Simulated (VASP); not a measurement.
Input:

Space group Pm-3m (No. 221); a = b = c = 5.7381 Å, α = β = γ = 90.00°

| atom | site | symmetry | x | y | z |
|---|---|---|---|---|---|
| Cs | 1a | m-3m | 0.0000 | 0.0000 | 0.0000 |
| Pb | 1b | m-3m | 0.5000 | 0.5000 | 0.5000 |
| Cl | 3c | 4/mm.m | 0.0000 | 0.5000 | 0.5000 |

These are PW91 GGA, VASP's PBE PAW potentials (set 64) (plane waves; VASP) values and carry that method's errors. Numerical set-up: 520 eV cut-off, 4×4×4 Γ-centred mesh, Gaussian smearing of 0.050 eV, potentials Cs_sv Pb_d Cl.

Q: Give the energy at these volumes per atom, relative to the lowest: 35.40, 36.53, 37.66, 38.79, 39.92 Å³.

A: 11.6, 3.0, 0.0, 1.7, 7.4 meV/atom. A third-order Birch-Murnaghan fit gives B0 = 21.9 GPa and B0′ = 4.7.

The compound is CsPbCl3 in the cubic perovskite structure, the ideal cubic form; the compound distorts at low or room temperature. It was relaxed first, which changed the volume by +7 %.
